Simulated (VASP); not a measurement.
The input files of a VASP run:

**KPOINTS**
```
Automatic mesh
0
Gamma
4 4 3
0 0 0
```

**INCAR**
```
SYSTEM = HoAs
PREC = Accurate
ENCUT = 400
EDIFF = 1E-6
NELM = 100
ALGO = Normal
LREAL = .FALSE.
LASPH = .TRUE.
ISMEAR = 0
SIGMA = 0.05
GGA = PE
LMAXMIX = 6
LWAVE = .FALSE.
LCHARG = .FALSE.
ISIF = 2
```

### POSCAR
```
HoAs
1
    4.5070820000     0.0000000000     0.0000000000
   -2.2535410000     3.9032480000     0.0000000000
    0.0000000000     0.0000000000     7.3815600000
Ho As
2 2
Cartesian
  0.6666670000   0.3333330000   0.0000000000
  0.3333330000   0.6666670000   0.5000000000
  0.6666670000   0.3333330000   0.6252000000
  0.3333330000   0.6666670000   0.1252000000
```

POTCAR, in this order: Ho_3 As (PBE.64 set). Program: vasp_std.

Q: Does this input run properly? What does VASP do?

A: There is a fault: fractional coordinates stand under the word Cartesian. VASP stops with an error: EDDAV: Call to ZHEGV failed. Returncode = 12 2 16 ----> I REFUSE TO CONTINUE WITH THIS SICK JOB ... BYE!!! <----

standard output:
```
 POSCAR found type information on POSCAR HoAs
 POSCAR found :  2 types and       4 ions
 Reading from existing POTCAR
 Reading from existing POTCAR
 LDA part: xc-table for (Slater+PW92), standard interpolation

 -----------------------------------------------------------------------------
|                                                                             |
|           W    W    AA    RRRRR   N    N  II  N    N   GGGG   !!!           |
|           W    W   A  A   R    R  NN   N  II  NN   N  G    G  !!!           |
|           W    W  A    A  R    R  N N  N  II  N N  N  G       !!!           |
|           W WW W  AAAAAA  RRRRR   N  N N  II  N  N N  G  GGG   !            |
|           WW  WW  A    A  R   R   N   NN  II  N   NN  G    G                |
|           W    W  A    A  R    R  N    N  II  N    N   GGGG   !!!           |
|                                                                             |
|     The distance between some ions is very small. Please check the          |
|     nearest-neighbor list in the OUTCAR file.                               |
|     I HOPE YOU KNOW WHAT YOU ARE DOING!                                     |
|                                                                             |
 -----------------------------------------------------------------------------

 POSCAR, INCAR and KPOINTS ok, starting setup
 WAVECAR not read
 entering main loop
       N       E                     dE             d eps       ncg     rms          rms(c)

 -----------------------------------------------------------------------------
|                                                                             |
|     EEEEEEE  RRRRRR   RRRRRR   OOOOOOO  RRRRRR      ###     ###     ###     |
|     E        R     R  R     R  O     O  R     R     ###     ###     ###     |
|     E        R     R  R     R  O     O  R     R     ###     ###     ###     |
|     EEEEE    RRRRRR   RRRRRR   O     O  RRRRRR       #       #       #      |
|     E        R   R    R   R    O     O  R   R                               |
|     E        R    R   R    R   O     O  R    R      ###     ###     ###     |
|     EEEEEEE  R     R  R     R  OOOOOOO  R     R     ###     ###     ###     |
|                                                                             |
|     EDDAV: Call to ZHEGV failed. Returncode = 12 2 16                       |
|                                                                             |
|       ---->  I REFUSE TO CONTINUE WITH THIS SICK JOB ... BYE!!! <----       |
|                                                                             |
 -----------------------------------------------------------------------------
```

To mend it, correct POSCAR.
File POSCAR:
```
HoAs
1
    4.5070820000     0.0000000000     0.0000000000
   -2.2535410000     3.9032480000     0.0000000000
    0.0000000000     0.0000000000     7.3815600000
Ho As
2 2
Direct
  0.6666670000   0.3333330000   0.0000000000
  0.3333330000   0.6666670000   0.5000000000
  0.6666670000   0.3333330000   0.6252000000
  0.3333330000   0.6666670000   0.1252000000
```
The mended run (PBE GGA, plane waves, VASP's PBE PAW potentials (set 64)) converges, and its OSZICAR ends with
```
   1 F= -.22484767E+02 E0= -.22484767E+02  d E =-.685089E-18
```

The structure was generated: HoAs was put into the wurtzite type (P6_3mc), which need not be its known phase. The cell was not relaxed at this level. The 4f electrons are frozen in the core of the lanthanide potential, so 4f levels, which can set the real gap, and their magnetism are missing.
